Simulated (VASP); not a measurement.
VASP ran on this input.

File POSCAR:
```
HfB2
3.4497690
  0.4528771520  -0.7844063032   0.0000000000
  0.4528771520   0.7844063032   0.0000000000
  0.0000000000   0.0000000000   0.9999999012
Hf B
1 2
direct
  0.0000000000   0.0000000000   1.0000000000
  0.3333330000   0.6666670000   0.5000000000
  0.6666670000   0.3333330000   0.5000000000
```

**INCAR**
```
SYSTEM=HfB2
PREC=Accurate; ENCUT=520; LREAL=.FALSE.
LASPH=.TRUE.
EDIFF=1E-7; NELM=100; ALGO=Normal
LMAXMIX=6
ISMEAR=-5
GGA=PE; IVDW=13
ISIF=2
LWAVE=.FALSE.; LCHARG=.TRUE.; LORBIT=11
NEDOS=601
LEFG=.TRUE.
```

KPOINTS:
```
K-points
0
G
  13 13 10
0 0 0
```

POTCAR, in this order: Hf_pv B (PBE.64 set). Program: vasp_std.

Problem. Write an equivalent input for Ansatz.

Solution. One equivalent input (not run):
Ansatz 0.2 input:
```yaml
crystal:
  lattice:
    - [1.5623216, -2.7060205, 0.0000000]
    - [1.5623216, 2.7060205, 0.0000000]
    - [0.0000000, 0.0000000, 3.4497687]
  atoms:
    - { symbol: Hf, position: [0.0000000, 0.0000000, 1.0000000] }
    - { symbol: B, position: [0.3333330, 0.6666670, 0.5000000] }
    - { symbol: B, position: [0.6666670, 0.3333330, 0.5000000] }
kpoints:
  mp_grid: { grid: [13, 13, 10] }
hamiltonian:
  xc: pbe
  dispersion: d4
  pseudopotentials: { kind: paw }
scf:
  occupations: { method: tetrahedron }
  max_iter: 100
output: { forces: true, stress: true, eigenvalues: true }
```
Limits of the translation: each code has its own PAW files, so the cut-off isn't converted (ENCUT is set for VASP's; basis.ecutwfc is left out, and Ansatz then takes the one that its files recommend); Ansatz stops its SCF on the density residual and VASP on the energy change (EDIFF); the field gradients of LEFG aren't asked of the other code.

The compound is HfB2 in the AlB2 type structure. It was relaxed first.
